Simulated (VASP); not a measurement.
VASP runs on CsPbBr$_{3}$ (space group Pm-3m) share one base input (PBE GGA, plane waves, VASP's PBE PAW potentials (set 64)) and change the settings named in each case.

**POSCAR**
```
CsPbBr3
1
    5.9486300000     0.0000000000     0.0000000000
    0.0000000000     5.9486300000     0.0000000000
    0.0000000000     0.0000000000     5.9486300000
Cs Pb Br
1 1 3
Direct
  0.0000000000   0.0000000000   0.0000000000
  0.5000000000   0.5000000000   0.5000000000
  0.5000000000   0.5000000000   0.0000000000
  0.0000000000   0.5000000000   0.5000000000
  0.5000000000   0.0000000000   0.5000000000
```

### INCAR
```
# general
SYSTEM =CsPbBr3
PREC   =Accurate
ENCUT  =300   # plane-wave cut-off (eV)
LREAL  =.False.   # projection in real space or not
LASPH  =.True.   # aspherical one-centre terms

# electronic loop
EDIFF  =1E-6
NELM   =100   # most electronic steps
ALGO   =Normal   # blocked Davidson
LMAXMIX=4

# smearing
ISMEAR =0
SIGMA  =0.01   # width (eV)

# functional
GGA    =PE   # PBE

# ions
ISIF   =2

# output
LWAVE  =.False.
LCHARG =.False.
```

File KPOINTS:
```
Automatic mesh
0
Gamma
4 4 4
0 0 0
```

POTCAR, in this order: Cs_sv Pb_d Br (PBE.64 set). Program: vasp_std.

```
change                           E(σ→0) (eV/atom)  pressure (GPa)
-------------------------------  ----------------  --------------
base run                                  -3.1715            0.50
KPOINTS 1×1×1 Γ-centred mesh              -3.8073           -2.09
KPOINTS 2×2×2 Γ-centred mesh              -3.0525            1.58
KPOINTS 3×3×3 Γ-centred mesh              -3.1991            0.15
KPOINTS 5×5×5 Γ-centred mesh              -3.1790            0.37
KPOINTS 6×6×6 Γ-centred mesh              -3.1769            0.42
KPOINTS 8×8×8 Γ-centred mesh              -3.1773            0.41
KPOINTS 9×9×9 Γ-centred mesh              -3.1774            0.40
KPOINTS 11×11×11 Γ-centred mesh           -3.1774            0.40
KPOINTS 14×14×14 Γ-centred mesh           -3.1774            0.40
ENCUT = 120                                4.5468         -201.26
ENCUT = 150                               -2.0317          -51.89
ENCUT = 180                               -3.0466          -11.87
```
 Energies of different potentials or functionals have different zeros.  Unless said otherwise, spin-orbit coupling is left out, though it shifts the bands of the heavy elements here.

Left out are runs that ran out of time, are held back, or changed the cell or the kind of run, fixed moments of cells without a moment, rows past the twelfth, gaps on odd meshes, pressures of charged cells and columns that move by less than the noise.

The structure comes from a computed database's CsPbBr3 entry; how it stands against other phases isn't given here. The cell was not relaxed at this level.
